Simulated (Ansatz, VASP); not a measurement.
# MoS2 in two plane-wave programs

One calculation is typed for both programs; each brings its own data sets. How far apart do they land? The structure shown is the start of the Ansatz relaxation below; VASP solves that cell, so the two are compared at the walk's first step.

Program: Ansatz 0.2.0. Level of theory: plane waves, with VASP 6.6.1 beside it; single point at PBEsol. Results are calculated unless marked as measured.

## (1) Starting point

The cell holds 3 atoms: 1 Mo and 2 S. Its edges and angles: a = 3.019 Å, b = 3.019 Å, c = 29.504 Å, α = 90.0°, β = 90.0°, γ = 120.0°. Vacuum lies along c.

## (2) Ansatz: relaxation, PBEsol

Ansatz runs on its PAW soft_1 files.

The two programs are compared at the cell with which this relaxation starts, whose forces are those of its first step.

File input.yaml:

```yaml
crystal:
  lattice:
    - [3.0186784053, 0.0, 0.0]
    - [-1.5093392026, 2.6142521848, 0.0]
    - [0.0, 0.0, 29.504]
  atoms:
    - { symbol: Mo, position: [0.0, 0.0, 0.3389370933] }
    - { symbol: S, position: [0.3333333333, 0.6666666667, 0.3944079745] }
    - { symbol: S, position: [0.6666666667, 0.3333333333, 0.2834662121] }
  periodic: [true, true, false]
kpoints:
  mp_grid: { grid: [15, 15, 1] }
hamiltonian:
  xc: pbesol
  pseudopotentials: { kind: paw, azcp: { folder: soft_1 }, xc_functional: pbe }
scf:
  occupations: { method: methfessel_paxton, width: 0.2 }
output:
  forces: true
  stress: true
  eigenvalues: true
relax:
  adjacent_minimum: "off"
  f_tol: 0.001
  max_steps: 60
```

Launch:

```
ansatz run input.yaml --threads 4 --pin off --max-ram 16384MiB --backend cpu --events-out ev --progress --plain --runs-dir out
```

Numbers of over 12 decimals in the logs are rounded to 6 here.

Log:

```text
Warning: output.stress: scf.convergence.dr2_threshold = 1e-9 eV (the default of a walk held to its f_tol) is looser than the 3e-10 eV advised for a printed stress (1e-10 eV for each atom of the cell: 3). What an SCF threshold leaves in a stress goes as its square root, and in the free energy as the threshold itself, and one threshold admits the most on a small cell: [figures from the program's tests cut] Every solve  [...]
Engine: ansatz 0.2.0, aarch64-unknown-linux-gnu
Pseudopotentials: kind: paw
Pseudopotential: Mo, paw, valence charge 14, recommended cutoff 420 eV (normal), soft_1/Mo.paw.azcp
Pseudopotential: S, paw, valence charge 6, recommended cutoff 420 eV (normal), soft_1/S.paw.azcp
Functional definition: PBEsol
  exchange = pbesol_x
  correlation = pbesol_c
Crystal: 3 atoms, lattice volume = 232.833 Å³
Basis set: ecut = 420 eV, 4455 PW (Γ), exchange–correlation on 48×48×400 points (8 copies of the dense FFT grid, shifted against one another)
Bands: 17, of which v1, the nominal top of the filled ones, is band 13 counted from 1 (12 counted from 0)
Symmetry: 12 space group operations
Space group: P-3m1 (ITA 164), of the structure as read, at distance tolerance 6.2e-5 Å
k-points: 27 of 225
Non-local potential: Mo, projectors of the file, l = 0: 3, l = 1: 2, l = 2: 2, l = 3: 1
Non-local potential: S, projectors of the file, l = 0: 2, l = 1: 2, l = 2: 1
PAW form: soft (Blöchl's): semilocal exchange-correlation on the pseudo side does not see the compensation charge
PAW frozen core: Mo, regenerated for the run's functional, and the local potential with it (the file was generated under x = pbe(κ = 0.804, μ = 0.219515), c = pbe(β = 0.066725))
PAW frozen core: S, regenerated for the run's functional, and the local potential with it (the file was generated under x = pbe(κ = 0.804, μ = 0.219515), c = pbe(β = 0.066725))
PAW one-centre angular grid: Mo, 590 points (default); XC on 64 Gauss nodes
PAW one-centre angular grid: S, 110 points (default); XC on 64 Gauss nodes
Initial density: superposition of atomic densities (neutral atoms: chi_scale 0, normalization atom)
Initial wavefunctions: pseudopotential atomic-orbital guess
Functional: x = pbesol(κ = 0.804, μ = 0.123457), c = pbesol(β = 0.046)
SCF iter   1: F=—  HF=-6670.566054 eV  |F-HF|=—  |Δ(HF+E_count)|=         —  Δρ=3.99e-2  dr2=5.51e0  ethr=3.10e-3  ⟨swp⟩=16.1  Hψ=5138  notcnv=0
preconditioner: auto → LDOS  [metal: Δε(μ)=0.009 eV  Ē_g=8.995 eV  σ=0.200 eV  W_gap=0.04  n_scr=16 (ndim 8)  ℏωp=10.3 eV  f_vac=0.750  D(μ)=1.19/eV (n_scr^D=8)  β→1.0]
SCF iter   2: F=—  HF=-6670.088317 eV  |F-HF|=—  |Δ(HF+E_count)|=   4.78e-1  S|Δr|=    0.00e0  Δρ=3.44e-2  dr2=3.56e0  ethr=3.10e-3  ⟨swp⟩=4.9  Hψ=1769  notcnv=0
SCF iter   3: F=—  HF=-6669.268681 eV  |F-HF|=—  |Δ(HF+E_count)|=   8.20e-1  S|Δr|=    0.00e0  Δρ=4.27e-3  dr2=6.25e-2  ethr=3.10e-3  ⟨swp⟩=4.0  Hψ=1401  notcnv=0
SCF iter   4: F=—  HF=-6669.259124 eV  |F-HF|=—  |Δ(HF+E_count)|=   9.56e-3  S|Δr|=    0.00e0  Δρ=8.19e-4  dr2=4.93e-3  ethr=2.40e-4  ⟨swp⟩=3.7  Hψ=1116  notcnv=0
SCF iter   5: F=—  HF=-6669.258601 eV  |F-HF|=—  |Δ(HF+E_count)|=   5.23e-4  S|Δr|=    0.00e0  Δρ=3.01e-4  dr2=1.81e-4  ethr=1.90e-5  ⟨swp⟩=3.0  Hψ=903  notcnv=0
SCF iter   6: F=—  HF=-6669.258649 eV  |F-HF|=—  |Δ(HF+E_count)|=   4.79e-5  S|Δr|=    0.00e0  Δρ=5.59e-5  dr2=1.07e-5  ethr=6.96e-7  ⟨swp⟩=3.9  Hψ=1174  notcnv=0
SCF iter   7: F=—  HF=-6669.258632 eV  |F-HF|=—  |Δ(HF+E_count)|=   1.74e-5  S|Δr|=    0.00e0  Δρ=1.33e-5  dr2=5.29e-7  ethr=4.13e-8  ⟨swp⟩=3.6  Hψ=952  notcnv=0
SCF iter   8: F=-6669.258632 eV  HF=-6669.258632 eV  |F-HF|=6.09e-9  |Δ(HF+E_count)|=   2.38e-7  S|Δr|=    0.00e0  Δρ=2.95e-6  dr2=3.50e-8  ethr=3.85e-10  ⟨swp⟩=14.8  Hψ=3721  notcnv=0
SCF 1 converged in 8 iterations: F = -6669.258632 eV  dr2 = 3.50e-8
  greatest PAW one-centre occupation: 0.999 electrons in one spin orbital (limit 2), on the Mo atom at site 0 (counted from 0), in its partial waves of l = 0
relax step   1: F+E_penalty+E_count = -6669.25863197 eV  Δ(F+E_penalty+E_count) = +0.000e0 eV  max|allowed force component| = 2.438e-1 eV/Å  Δτ_max = 0.0000 Å  (8 SCF iters, dr2 threshold 1.00e-7 eV, accepted)
[...]
relax step   2: F+E_penalty+E_count = -6669.26175308 eV  Δ(F+E_penalty+E_count) = -3.121e-3 eV  max|allowed force component| = 5.234e-2 eV/Å  Δτ_max = 0.0165 Å  (5 SCF iters, dr2 threshold 3.71e-6 eV, accepted)
[...]
relax step   3: F+E_penalty+E_count = -6669.26190807 eV  Δ(F+E_penalty+E_count) = -1.550e-4 eV  max|allowed force component| = 5.025e-5 eV/Å  Δτ_max = 0.0030 Å  (4 SCF iters, dr2 threshold 1.71e-7 eV, accepted)
[...]
relax step   4: F+E_penalty+E_count = -6669.26190810 eV  Δ(F+E_penalty+E_count) = -3.416e-8 eV  max|allowed force component| = 1.221e-4 eV/Å  Δτ_max = 0.0000 Å  (4 SCF iters, accepted)
SCF converged after 4 iterations
Stability not checked: this state was not tested for a lower state beside it, because cold or Methfessel-Paxton smearing, or corrected tetrahedra, fill the levels in a way that the test cannot read (fill_not_monotonic; see scf.lower_state_search)
Free energy (F): -6669.261908 eV
Harris-Foulkes:  -6669.261908 eV  (|F-HF|=7.46e-11)
Internal energy: -6669.263403 eV  (E = F + TS)
E sigma→0 (E₀):  -6669.262282 eV
Entropy (-TS):   0.001495 eV (0.498 meV/atom)
Fermi energy:    -5.129952 eV
--- Per-component energies (eV) ---
  E_band       = -576.550639
  E_kinetic    = 637.021890
  E_local      = -47414.520985  (includes V_loc(G=0)·N_el)
  E_nonlocal   = 219.624149
  E_hartree    = 23273.768273
  E_xc         = -352.482110
  E_vxc        = -386.030052  (∫ρ·V_xc dr)
  E_paw        = -4338.873342  (= ΣΔE_a)
  E_vpaw       = -180.182536  (= ΣTr[D̂ρ^β])
  E_aug_tail   = 0.000042  (compensation charges beyond the density's cutoff)
  E_ewald      = 21305.865482
  E_core_change = 0.333199  (= ΣΔE_core)
  E_smearing   = 0.001495  (= −TS)
  E_closure    = -0.000000  (closes the sum)
  Σ components = -6669.261908   (vs F -6669.261908, Δ=0.00e0)
--- Forces (eV/Å), atoms counted from 1 ---
  atom   1  Mo     0.00000000     0.00000000     0.00000000
  atom   2  S      0.00000000    -0.00000000     0.00012208
  atom   3  S     -0.00000000     0.00000000    -0.00012208
  max |Σ_I F_I| component: 9.25e-18 eV/Å
--- 2D stress c σ (N/m, compression-positive) ---
        4.284722       0.000000       0.000000
        0.000000       4.284722       0.000000
        0.000000       0.000000       0.000000
  P = ½ c Tr σ = 4.2847 N/m
--- Band table (eV; the first three rows and the last of 27) ---
  k-point 0: bands = [... 9 lower, -8.4968, -6.7315, -5.7520, -5.7520, -4.6060, -4.6060, -1.5772, -1.5772]
  k-point 1: bands = [... 9 lower, -8.0229, -6.7442, -6.0739, -5.9905, -4.6293, -4.4069, -1.8628, -1.6218]
  k-point 2: bands = [... 9 lower, -7.8400, -7.1097, -6.4833, -6.3879, -4.6816, -4.1153, -2.3757, -1.6913]
  k-point 26: bands = [... 9 lower, -9.2235, -9.0579, -9.0579, -4.7785, -4.7785, -3.5681, -1.5805, -1.5805]
--- Relaxed structure (4 steps of the walk, 4 accepted, 0 SCFs on fresh bases) ---
  F+E_penalty+E_count = -6669.26190810 eV   max|allowed force component| = 1.221e-4 eV/Å
  cell:  # Å, volume = 232.8334 Å³
    - [3.018678, -2.8867600643797863e-11, 0.0]
    - [-1.509339, 2.614252, 0.0]
    - [0.0, 0.0, 29.504]
  atoms:
    - { symbol: Mo, position: [0, 0, 0.338937] }
    - { symbol: S, position: [0.333333, 0.666667, 0.394866] }
    - { symbol: S, position: [0.666667, 0.333333, 0.283009] }
```

In the SCF lines HF is the Harris–Foulkes energy and dr2 the Hartree energy of the density residual, in eV; the loop may stop once dr2 is under the threshold and the program's other checks hold. Hψ counts applications of the Hamiltonian.

## (3) VASP: single point, PBEsol, start cell, pair 1

The same cell, functional, mesh and smearing now go to VASP, with its own data sets.

Lines of VASP's logs that name or quote its potential files are left out, and so is its time.

File INCAR:

```
SYSTEM = MoS2
PREC = Accurate
ENCUT = 400
EDIFF = 1E-06
NELM = 120
ISMEAR = 1
SIGMA = 0.2
LREAL = .FALSE.
ALGO = Normal
GGA = PS
NBANDS = 19
LASPH = .TRUE.
LORBIT = 11
LWAVE = .FALSE.
LCHARG = .FALSE.
ISIF = 2
LDIPOL = .TRUE.
IDIPOL = 3
DIPOL = 0.5 0.5 0.339
LVHAR = .TRUE.
GGA_COMPAT = .FALSE.
NELMDL = -8
KPAR = 2
```

File POSCAR:

```
MoS2
1.0
    3.0186784053      0.0000000000      0.0000000000
   -1.5093392026      2.6142521848      0.0000000000
    0.0000000000      0.0000000000     29.5040000000
Mo S
1 2
Direct
    0.0000000000      0.0000000000      0.3389370933
    0.3333333333      0.6666666667      0.3944079786
    0.6666666667      0.3333333333      0.2834662080
```

File KPOINTS:

```
Automatic mesh
0
Gamma
15 15 1
0 0 0
```

Potentials, in the order of the species: Mo_sv and S (PBE family, release 64).

Launch:

```
mpirun -np 2 vasp_std
```

Log:

```text
[banner, memory and clock lines left out]
running    2 mpi-ranks, on    1 nodes
 distrk:  each k-point on    1 cores,    2 groups
 distr:  one band on    1 cores,    1 groups

 POSCAR found type information on POSCAR MoS
 POSCAR found :  2 types and       3 ions
|                                                                             |
|               ----> ADVICE to this user running VASP <----                  |
|                                                                             |
|     You enforced a specific xc type in the INCAR file but a different       |
|     [... a line on the potential file left out ...]
|     I HOPE YOU KNOW WHAT YOU ARE DOING!                                     |
|                                                                             |

 LDA part: xc-table for (Slater+PW92), standard interpolation
 POSCAR, INCAR and KPOINTS ok, starting setup
 FFT: planning ... GRIDC
 FFT: planning ... GRID_SOFT
 FFT: planning ... GRID
 WAVECAR not read
 entering main loop
       N       E                     dE             d eps       ncg     rms          rms(c)
DAV:   1     0.131905130863E+03    0.13191E+03   -0.12015E+04  1458   0.850E+02
DAV:   2    -0.131530079546E+02   -0.14506E+03   -0.14194E+03  1476   0.204E+02
DAV:   3    -0.237076671994E+02   -0.10555E+02   -0.10427E+02  1368   0.511E+01
DAV:   4    -0.238529510502E+02   -0.14528E+00   -0.14496E+00  1400   0.663E+00
DAV:   5    -0.238558638856E+02   -0.29128E-02   -0.29121E-02  1394   0.906E-01
DAV:   6    -0.238559674436E+02   -0.10356E-03   -0.10356E-03  1403   0.151E-01
DAV:   7    -0.238559725525E+02   -0.51089E-05   -0.51090E-05  1398   0.293E-02
DAV:   8    -0.238559728155E+02   -0.26292E-06   -0.26281E-06  1326   0.616E-03    0.271E+01
DAV:   9    -0.230116698147E+02    0.84430E+00   -0.12124E+01  1098   0.199E+01    0.986E+00
DAV:  10    -0.230177137899E+02   -0.60440E-02   -0.10664E+01  1108   0.168E+01    0.753E+00
DAV:  11    -0.225055423080E+02    0.51217E+00   -0.31009E+00  1085   0.920E+00    0.183E+00
DAV:  12    -0.225113961779E+02   -0.58539E-02   -0.82141E-02  1204   0.172E+00    0.107E+00
DAV:  13    -0.225037382030E+02    0.76580E-02   -0.35494E-02  1151   0.110E+00    0.219E-01
DAV:  14    -0.225034616732E+02    0.27653E-03   -0.14990E-03  1312   0.231E-01    0.770E-02
[...]
DAV:  20    -0.225039352077E+02   -0.38140E-04   -0.20783E-06  1022   0.723E-03    0.287E-03
DAV:  21    -0.225039700612E+02   -0.34853E-04   -0.17177E-06  1068   0.422E-03    0.239E-03
DAV:  22    -0.225039817696E+02   -0.11708E-04   -0.63961E-07   971   0.266E-03    0.153E-03
DAV:  23    -0.225039928862E+02   -0.11117E-04   -0.28295E-07   892   0.189E-03    0.411E-04
DAV:  24    -0.225039995110E+02   -0.66248E-05   -0.16078E-07   903   0.119E-03    0.472E-04
DAV:  25    -0.225040019962E+02   -0.24852E-05   -0.41282E-08   853   0.626E-04    0.490E-04
DAV:  26    -0.225040036899E+02   -0.16937E-05   -0.38123E-08   828   0.597E-04    0.120E-04
DAV:  27    -0.225040040058E+02   -0.31591E-06   -0.41102E-09   732   0.286E-04
   1 F= -.22504004E+02 E0= -.22504464E+02  d E =0.138118E-02
```

OUTCAR, selected parts (step 3):

```text
ion  position               nearest neighbor table
   1  0.000  0.000  0.339-   3 2.39   2 2.39   3 2.39   2 2.39   3 2.39   2 2.39
   2  0.333  0.667  0.394-   1 2.39   1 2.39   1 2.39
   3  0.667  0.333  0.283-   1 2.39   1 2.39   1 2.39

  LATTYP: Found a hexagonal cell.
 ALAT       =     3.0186784053
 C/A-ratio  =     9.7738135829

 Subroutine GETGRP returns: Found 12 space group operations
 (whereof  6 operations were pure point group operations)

The static configuration has the point symmetry C_3v.
 The point group associated with its full space group is D_3d.

 Found     27 irreducible k-points:

   k-points           NKPTS =     27   k-points in BZ     NKDIM =     27   number of bands    NBANDS=     19

   dimension x,y,z NGX =    20 NGY =   20 NGZ =  192
   dimension x,y,z NGXF=    40 NGYF=   40 NGZF=  384

   ENCUT  =  400.0 eV  29.40 Ry    5.42 a.u.   4.92  4.92 48.11*2*pi/ulx,y,z

   NELECT =      26.0000    total number of electrons

 k-points in reciprocal lattice and weights: Automatic mesh
   0.00000000  0.00000000  0.00000000       0.004
   0.06666667  0.00000000  0.00000000       0.027
   0.13333333  0.00000000  0.00000000       0.027
   0.20000000  0.00000000  0.00000000       0.027
   0.26666667  0.00000000  0.00000000       0.027
   0.33333333  0.00000000  0.00000000       0.027
   0.40000000  0.00000000  0.00000000       0.027
   0.46666667  0.00000000  0.00000000       0.027
   0.06666667  0.06666667  0.00000000       0.027
[...]
0.33333333  0.26666667  0.00000000       0.053
   0.33333333  0.33333333  0.00000000       0.009

 dipolmoment           0.000000      0.000000      0.000000 electrons x Angstroem

 average (electrostatic) potential at core
       1 -84.1795       2 -94.3395       3 -94.3395

 E-fermi :  -2.1689

 k-point     1 :       0.0000    0.0000    0.0000
  band No.  band energies     occupation
    ...
      9      -5.6442      2.00000
     10      -5.6038      2.00000
     11      -3.7557      2.00000
     12      -2.8428      2.00002
     13      -2.8428      2.00002
     14      -1.7059     -0.00508
     15      -1.7059     -0.00508
     16       1.4135     -0.00000
     17       1.4135     -0.00000
     18       2.4824      0.00000
    ...

 k-point     2 :       0.0667    0.0000    0.0000
  band No.  band energies     occupation
    ...
      9      -5.5902      2.00000
     10      -5.1103      2.00000
     11      -3.7757      2.00000
     12      -3.1691      2.00000
     13      -3.0880      2.00000
     14      -1.7139     -0.00596
     15      -1.4972     -0.00002
     16       1.1252     -0.00000
     17       1.3676     -0.00000
     18       2.5870      0.00000
    ...

 k-point     3 :       0.1333    0.0000    0.0000
  band No.  band energies     occupation
    ...
      9      -5.4664      2.00000
     10      -4.9215      2.00000
     11      -4.1928      2.00000
     12      -3.5355      2.00000
     13      -3.4925      2.00000
     14      -1.7431     -0.01030
     15      -1.1909     -0.00000
     16       0.6092     -0.00000
     17       1.2954     -0.00000
     18       2.8738      0.00000
    ...

  Total        2.3592344      2.3592344      0.6963245      0.0000000      0.0000000      0.0000000
  in kB       16.2344074     16.2344074      4.7915608      0.0000000      0.0000000      0.0000000
  external PRESSURE =      12.4201252 kB  Pullay stress =       0.0000000 kB

  energy-cutoff  :      400.00
  volume of cell :      232.83
      direct lattice vectors                 reciprocal lattice vectors
     3.018678405  0.000000000  0.000000000     0.331270797  0.191259284  0.000000000
    -1.509339203  2.614252185  0.000000000     0.000000000  0.382518567  0.000000000
     0.000000000  0.000000000 29.504000000     0.000000000  0.000000000  0.033893709

 POSITION                                       TOTAL-FORCE (eV/Angst)
 -----------------------------------------------------------------------------------
      0.00000      0.00000     10.00000         0.000000      0.000000      0.000000
     -0.00000      1.74283     11.63661        -0.000000      0.000000      0.247901
      1.50934      0.87142      8.36339         0.000000     -0.000000     -0.247901
 -----------------------------------------------------------------------------------
    total drift:                                0.000000      0.000000      0.000027

  FREE ENERGIE OF THE ION-ELECTRON SYSTEM (eV)
  ---------------------------------------------------
  free  energy   TOTEN  =       -22.5040040058 eV

  energy  without entropy=      -22.5053851886  energy(sigma->0) =      -22.50446440

 vacuum level on the upper side and lower side of the slab         2.914         2.914

 total charge
# of ion       s       p       d       tot
------------------------------------------
    1        2.307   6.245   4.040  12.592
    2        1.364   2.310   0.000   3.674
    3        1.364   2.310   0.000   3.674
--------------------------------------------------
tot          5.035  10.866   4.040  19.941

[... 3 further parts left out ...]
```

This run has no spin polarisation, so a moment on Mo, if there is one, isn't seen.

## (4) Comparison

Known differences besides the potentials themselves: Ansatz cuts the interaction across the vacuum, VASP repeats the sheet with a dipole correction; the cutoff is 420 eV in Ansatz and 400 eV in VASP; Ansatz makes its cores anew for this functional, VASP keeps those of its PBE data sets. Total energies have different zeros and are not compared.

Forces (eV/Å; atoms numbered as in POSCAR):

```
atom        Ansatz x, y, z          VASP x, y, z
 Mo1   0.000, 0.000, 0.000   0.000, 0.000, 0.000
  S2   0.000, 0.000, 0.244   0.000, 0.000, 0.248
  S3  0.000, 0.000, -0.244  0.000, 0.000, -0.248
```

The forces differ by 1.9 meV/Å r.m.s., which is 1.7 % of the r.m.s. force of 0.117 eV/Å (both taken over all components). With vacuum in the cell, a pressure given here is an average over mostly empty space and none of the material.

## (5) Ansatz: relaxation, PBEsol

The two programs are compared at the cell with which this relaxation starts, whose forces are those of its first step.

The structure compared here is the start of the Ansatz relaxation; VASP solves that cell, so the two are compared at the walk's first step.

input.yaml, the sections that differ from step 2:

```yaml
crystal:
  lattice:
    - [3.0497988012, 0.0, 0.0]
    - [-1.5248994006, 2.6412032383, 0.0]
    - [0.0, 0.0, 29.504]
  atoms:
    - { symbol: Mo, position: [0.0, 0.0, 0.3389370933] }
    - { symbol: S, position: [0.3333333333, 0.6666666667, 0.3939317766] }
    - { symbol: S, position: [0.6666666667, 0.3333333333, 0.28394241] }
  periodic: [true, true, false]
# kpoints, hamiltonian, scf, output, relax: as in step 2
```

Launch:

```
ansatz run input.yaml --threads 4 --pin off --max-ram 16384MiB --backend cpu --events-out ev --progress --plain --runs-dir out
```

Log:

```text
[...]
Crystal: 3 atoms, lattice volume = 237.659 Å³
Basis set: ecut = 420 eV, 4611 PW (Γ), exchange–correlation on 48×48×400 points (8 copies of the dense FFT grid, shifted against one another)
Bands: 17, of which v1, the nominal top of the filled ones, is band 13 counted from 1 (12 counted from 0)
Symmetry: 12 space group operations
[...]
--- Relaxed structure (4 steps of the walk, 4 accepted, 0 SCFs on fresh bases) ---
  F+E_penalty+E_count = -6669.29669214 eV   max|allowed force component| = 1.667e-4 eV/Å
  cell:  # Å, volume = 237.6588 Å³
    - [3.049799, 0.0, 0.0]
    - [-1.524899, 2.641203, 0.0]
    - [0.0, 0.0, 29.504]
  atoms:
    - { symbol: Mo, position: [0, 0, 0.3389370933] }
    - { symbol: S, position: [0.333333, 0.666667, 0.394408] }
    - { symbol: S, position: [0.666667, 0.333333, 0.283466] }
[key lines of the parts left out:]
SCF converged after 3 iterations
Free energy (F): -6669.296692 eV
Fermi energy:    -5.104841 eV
P = ½ c Tr σ = 2.5629 N/m
```

[end of part 1 of 2]

[Lines on the potential files, build, host, timing and source positions are cut from VASP's logs without a mark.]

[Logs are printed without paths, hosts, clocks, repeated set-up lines and the standing remarks that a program may print on its own settings, such as how far it seeks lower states.]

[Hosts, paths, dates, database ids (printed as entryN), source tags and the programs' standing remarks are cut or masked in the printed files.]
